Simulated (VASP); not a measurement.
Level of theory: PBEsol GGA, VASP's PBE PAW potentials (set 64) (plane waves; VASP 6.6.1).

VASP ran on this input.

POSCAR:
```
SnO
1.0
  3.2935867703   0.0000000000   0.0000000000
 -1.6467933851   2.8523298630   0.0000000000
  0.0000000000   0.0000000000   8.2985029850
Sn O
2 2
Cart
 -0.0000016468   1.9015541928   0.0232149343
  1.6467950320   0.9507756702   4.1724664268
 -0.0000016468   1.9015541928   3.0887236851
  1.6467950320   0.9507756702   7.2379751776
```

File KPOINTS:
```
Automatic
0
gamma
8 8 3
```

### INCAR
```
ISMEAR = 0   # Gaussian
EDIFFG = -0.02
GGA = PS   # PBEsol
LASPH = .True.   # aspherical one-centre terms
PREC = Accurate
ALGO = Normal   # blocked Davidson
ENCUT = 620
IBRION = 2   # conjugate gradients
LMAXMIX = 4   # l cut-off of mixed one-centre charges
LCHARG = .False.
LREAL = .False.   # projection in real space or not
EDIFF = 1E-6   # SCF stop (eV)
LWAVE = .False.
NSW = 40
ISIF = 3
NELM = 100
SIGMA = 0.05   # width (eV)
SYSTEM = SnO
```

POTCAR, in this order: Sn_d O (PBE.64 set). Program: vasp_std.

### Question
What does the run give for the energy per atom (σ→0), volume per atom?

### Answer

```yaml
energy per atom (σ→0): -5.699 eV/atom
volume_per_atom: 19.47 Å³/atom
```

File OSZICAR:
```
...
DAV:   6    -0.227957390180E+02    0.98145E-07   -0.75344E-07   576   0.104E-02
   2 F= -.22795739E+02 E0= -.22795739E+02  d E =-.587548E-04
       N       E                     dE             d eps       ncg     rms          rms(c)
DAV:   1    -0.227957600074E+02   -0.20891E-04   -0.16613E-03  1248   0.443E-01    0.288E-02
DAV:   2    -0.227957481202E+02    0.11887E-04   -0.84920E-05  1120   0.102E-01    0.120E-02
DAV:   3    -0.227957444540E+02    0.36662E-05   -0.89807E-06  1272   0.502E-02    0.474E-03
DAV:   4    -0.227957435338E+02    0.92025E-06   -0.14192E-06   560   0.190E-02
   3 F= -.22795744E+02 E0= -.22795744E+02  d E =-.632706E-04
```

The structure was generated: SnO was put into the wurtzite type (P6_3mc), which need not be its known phase. This run relaxes it. Symmetry was kept, so distortions that lower it aren't found.
